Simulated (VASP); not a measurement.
VASP input:

POSCAR:
```
HfS2
1
    1.8351286330    -3.1785358095     0.0000000000
    1.8351286330     3.1785358095     0.0000000000
    0.0000000000     0.0000000000     7.8119588261
Hf S
1 2
Direct
  0.0000000000   0.0000000000   0.0000000000
  0.3333330000   0.6666670000   0.1848365233
  0.6666670000   0.3333330000   0.8151634767
```

### INCAR
```
! general
SYSTEM  = HfS2
PREC    = Accurate
ENCUT   = 520
LREAL   = .False.
LASPH   = .True.

! electronic loop
EDIFF   = 1E-7
NELM    = 100
ALGO    = Normal
LMAXMIX = 6

! smearing
ISMEAR  = -5

! functional
GGA     = RE

! ions
ISIF    = 2

! output
LWAVE   = .False.
LCHARG  = .True.
LORBIT  = 11
NEDOS   = 601

! other
LEFG    = .True.
```

KPOINTS:
```
Regular mesh
0
Gamma
8 8 3
0 0 0
```

POTCAR, in this order: Hf_pv S (PBE.64 set). Program: vasp_std.

Problem. Write an equivalent input for Quantum ESPRESSO's pw.x.

Solution. One equivalent input (not run):
```
&CONTROL
  calculation = 'scf'
  pseudo_dir = './pseudo'
  outdir = './out'
  tprnfor = .true.
  tstress = .true.
/
&SYSTEM
  ibrav = 0
  nat = 3
  ntyp = 2
  ecutwfc = 58
  occupations = 'tetrahedra'
  input_dft = 'revpbe'
/
&ELECTRONS
  conv_thr = 7.3e-09
  electron_maxstep = 100
/
ATOMIC_SPECIES
  Hf 178.490 Hf.upf
  S 32.060 S.upf
CELL_PARAMETERS angstrom
     1.8351286   -3.1785358    0.0000000
     1.8351286    3.1785358    0.0000000
     0.0000000    0.0000000    7.8119588
ATOMIC_POSITIONS crystal
  Hf   0.0000000  0.0000000  0.0000000
  S    0.3333330  0.6666670  0.1848365
  S    0.6666670  0.3333330  0.8151635
K_POINTS automatic
  8 8 3 0 0 0
```
Limits of the translation: the potentials are each code's own (VASP's PAW set, PseudoDojo norm-conserving files in pw.x), so ENCUT and ecutwfc are chosen apart and not converted; conv_thr bounds pw.x's estimated SCF error, while EDIFF bounds the energy change between steps; the field gradients of LEFG aren't asked of the other code.

The compound is HfS2 in the 1T layered structure. It was relaxed first, which changed the volume by +37 %.
